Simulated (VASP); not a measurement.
```yaml
crystal:
  lattice:
    - [0.00000, 2.86803, 2.86803]
    - [2.86803, 0.00000, 2.86803]
    - [2.86803, 2.86803, 0.00000]
  atoms:
    - { symbol: Zn, position: [0.00000, 0.00000, 0.00000] }
    - { symbol: Se, position: [0.25000, 0.25000, 0.25000] }
```

Level of theory: PW91 GGA, VASP's PBE PAW potentials (set 64) (plane waves; VASP 6.6.1). Run with 520 eV cut-off, Gaussian smearing of 0.050 eV, potentials Zn Se.

Question: Estimate the band gap (along the path) with the smallest direct gap where there is one.

Answer: 
| Property | Value |
|---|---|
| band gap (along the path) | 1.14 eV |
| smallest direct gap (along the path) | 1.14 eV |

Total energies compare only between runs with the same potentials, cut-off and functional.

The compound is ZnSe in the zinc blende structure. It was relaxed first.
